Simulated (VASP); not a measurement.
**YNb: relaxation of cell and atoms with revPBE**

YNb:

```xyz
2
Lattice="3.6114 0.0000 0.0000 0.0000 3.6114 0.0000 0.0000 0.0000 3.6114" Properties=species:S:1:pos:R:3 pbc="T T T"
Y     0.0000    0.0000    0.0000
Nb    1.8057    1.8057    1.8057
```

The cell was built by a generator and needn't be a form met in nature.

```
Program                : VASP 6.6.1
Task                   : relaxation of cell and atoms
Functional             : revPBE
Potentials or basis    : VASP PAW PBE potentials, release 64 (Y_sv, Nb_sv)
Cutoff                 : 600 eV
k mesh                 : 7 × 7 × 7
Occupations            : fermi-dirac, width 0.05 eV
Spin                   : no spin polarisation
Further INCAR settings : ALGO = Fast; EDIFF = 1e-06; IBRION = 2; EDIFFG = -0.005; NSW = 60; ISIF = 3
```

```json
{
 "Relaxed volume": "24.03 Å³/atom",
 "Relaxed cell": "a = 3.636 Å, b = 3.636 Å, c = 3.636 Å, α = 90.00°, β = 90.00°, γ = 90.00°",
 "Space group after relaxing (to 0.05 Å)": "Pm-3m (No. 221)",
 "Energy gained by relaxing": "2.2 meV/atom",
 "Ionic steps": "4",
 "Pressure after relaxing": "0.0 GPa",
 "Band gap on the k mesh": "none (metal or under the smearing width)"
}
```

The path:
```tsv
step	energy change (eV)	largest force (eV/Å)	pressure (GPa)	volume (Å³)
1	0.0000	0.0000	1.67	47.10
2	-0.0019	0.0000	-1.06	48.79
3	-0.0044	0.0000	0.05	48.02
4	-0.0044	0.0000	0.02	48.06
```

Final structure:
```
CELL_PARAMETERS angstrom
3.63563 0.00000 0.00000
0.00000 3.63563 0.00000
0.00000 0.00000 3.63563
ATOMIC_POSITIONS crystal
Y 0.00000 0.00000 0.00000
Nb 0.50000 0.50000 0.50000
```

Levels at points of the mesh, in eV from the Fermi level:
```csv
k point,band 10,band 11,band 12,band 13,band 14,band 15
"(0.00, 0.00, 0.00)",-2.34,-2.34,0.88,0.88,0.88,3.77
```

It took 89 s on 1 thread of Intel(R) Xeon(R) Platinum 8375C CPU @ 2.90GHz (Ice Lake), on a shared host, peak memory 0.19 GiB.

Caveat: the PAW data sets were made with another functional, which shifts forces and pressure a little.
